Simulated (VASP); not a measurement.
VASP ran on this input.

**INCAR**
```
# general
SYSTEM =NbN
PREC   =Accurate
ENCUT  =620   # plane-wave cut-off (eV)
LREAL  =F   # projection in real space or not
LASPH  =T   # aspherical one-centre terms

# electronic loop
EDIFF  =1E-6
NELM   =100   # most electronic steps
ALGO   =Normal   # blocked Davidson
LMAXMIX=4

# smearing
ISMEAR =1
SIGMA  =0.1   # width (eV)

# ions
IBRION =2   # conjugate gradients
NSW    =40   # most ionic steps
ISIF   =3   # ions, shape and volume
EDIFFG =-0.02   # ionic stop
PSTRESS=100   # kbar

# output
LWAVE  =F
LCHARG =F
```

File KPOINTS:
```
Automatic mesh
0
Gamma
15 15 15
0 0 0
```

### POSCAR
```
NbN
1
    0.0000000000     2.1584047250     2.1584047250
    2.1584047250     0.0000000000     2.1584047250
    2.1584047250     2.1584047250     0.0000000000
Nb N
1 1
Direct
  0.0000000000   0.0000000000   0.0000000000
  0.5000000000   0.5000000000   0.5000000000
```

POTCAR, in this order: Nb_sv N (LDA.64 set). Program: vasp_std.

Task: Translate this LDA calculation to Quantum ESPRESSO's pw.x.

Result: One equivalent input (not run):
```
&CONTROL
  calculation = 'vc-relax'
  pseudo_dir = './pseudo'
  outdir = './out'
  tprnfor = .true.
  tstress = .true.
  nstep = 40
  forc_conv_thr = 0.00078
/
&SYSTEM
  ibrav = 0
  nat = 2
  ntyp = 2
  ecutwfc = 84
  occupations = 'smearing'
  smearing = 'methfessel-paxton'
  degauss = 0.00735
  input_dft = 'pz'
/
&ELECTRONS
  conv_thr = 7.3e-08
  electron_maxstep = 100
/
&IONS
/
&CELL
  press = 100
/
ATOMIC_SPECIES
  Nb 92.906 Nb.upf
  N 14.007 N.upf
CELL_PARAMETERS angstrom
     0.0000000    2.1584047    2.1584047
     2.1584047    0.0000000    2.1584047
     2.1584047    2.1584047    0.0000000
ATOMIC_POSITIONS crystal
  Nb   0.0000000  0.0000000  0.0000000
  N    0.5000000  0.5000000  0.5000000
K_POINTS automatic
  15 15 15 0 0 0
```
Limits of the translation: the potentials are each code's own (VASP's PAW set, PseudoDojo norm-conserving files in pw.x), so ENCUT and ecutwfc are chosen apart and not converted; conv_thr bounds pw.x's estimated SCF error, while EDIFF bounds the energy change between steps; forc_conv_thr acts on force components and is met together with etot_conv_thr.

The compound is NbN in the rock salt structure, the cubic δ form, which competes with hexagonal ones. It was relaxed first under an external pressure of 10 GPa.
